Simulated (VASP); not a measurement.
# Al₃GaN₄ (space group P-43m): computed properties

All values below come from PBEsol GGA, VASP's PBE PAW potentials (set 64) (plane waves; VASP).

```yaml
space_group: P-43m (215)
cell: a = 4.406 Å, b = 4.406 Å, c = 4.406 Å, α = 90.00°, β = 90.00°, γ = 90.00°
volume_per_atom: 10.70 Å³/atom
band gap (over mesh and band path): 3.31 eV
smallest direct gap (over mesh and band path): 3.32 eV
band_edge_character: indirect, M-Γ at 0.79 to Γ
density: 4.01 g/cm³
mean ε∞ (DFPT): 4.91
mean ε∞ (independent particles): 5.07
mean static ε: 8.89
optical Γ-point spectrum: 243 (×3), 328 (×3), 518 (×3), 609 (×3), 660 (×3), 662 (×3), 684, 703 (×2) cm⁻¹
```

```cif
data_Al3GaN4
_chemical_formula_sum 'Al3 Ga1 N4'
_space_group_name_H-M_alt 'P 1'
_space_group_IT_number 1
_cell_length_a 4.40649
_cell_length_b 4.40649
_cell_length_c 4.40649
_cell_angle_alpha 90.000
_cell_angle_beta 90.000
_cell_angle_gamma 90.000
loop_
_space_group_symop_operation_xyz
  'x, y, z'
loop_
_atom_site_label
_atom_site_type_symbol
_atom_site_fract_x
_atom_site_fract_y
_atom_site_fract_z
_atom_site_occupancy
Al1 Al 0.50000 0.50000 0.00000 1
Al2 Al 0.00000 0.50000 0.50000 1
Al3 Al 0.50000 0.00000 0.50000 1
Ga1 Ga 0.00000 0.00000 0.00000 1
N1 N 0.74479 0.74479 0.25521 1
N2 N 0.74479 0.25521 0.74479 1
N3 N 0.25521 0.25521 0.25521 1
N4 N 0.25521 0.74479 0.74479 1
```

The structure comes from a computed database's Al3GaN4 entry (P-43m); how it stands against other phases isn't given here. It was relaxed first. Symmetry was kept, so distortions that lower it aren't found.
